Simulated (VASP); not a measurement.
Here is the system:

```
CELL_PARAMETERS angstrom
      2.87895     0.00000     0.00000
     -1.43947     2.49324     0.00000
      0.00000     0.00000    16.74348
ATOMIC_POSITIONS crystal
  Ca 0.66667 0.33333 0.50000
  F  0.33333 0.66667 0.41807
  F  0.33333 0.66667 0.58193
```

Method: PBE GGA, VASP's PBE PAW potentials (set 64) (plane waves; VASP). Run with 400 eV cut-off, 13×13×1 Γ-centred mesh, Gaussian smearing of 0.050 eV, potentials Ca_sv F.

At this cut-off the stress carries a Pulay error, which pulls relaxed volumes low. The cell holds a wide vacuum, so values per volume refer to the whole cell.

Task: Which forces act on the atoms, in eV/Å?

Result: 
```json
[
 {"atom": "Ca1", "Fx": "0.000", "Fy": "0.000", "Fz": "0.000"},
 {"atom": "F2", "Fx": "0.000", "Fy": "0.000", "Fz": "0.172"},
 {"atom": "F3", "Fx": "0.000", "Fy": "0.000", "Fz": "-0.172"}
]
```

Task: Give the stress tensor in GPa (positive for a compressed cell).

Result: 
```
 9.37   0.00   0.00
 0.00   9.37   0.00
 0.00   0.00  -3.77
```
The pressure is its mean diagonal, 4.99 GPa.

The cell is a sheet with vacuum, built from a generated structure.
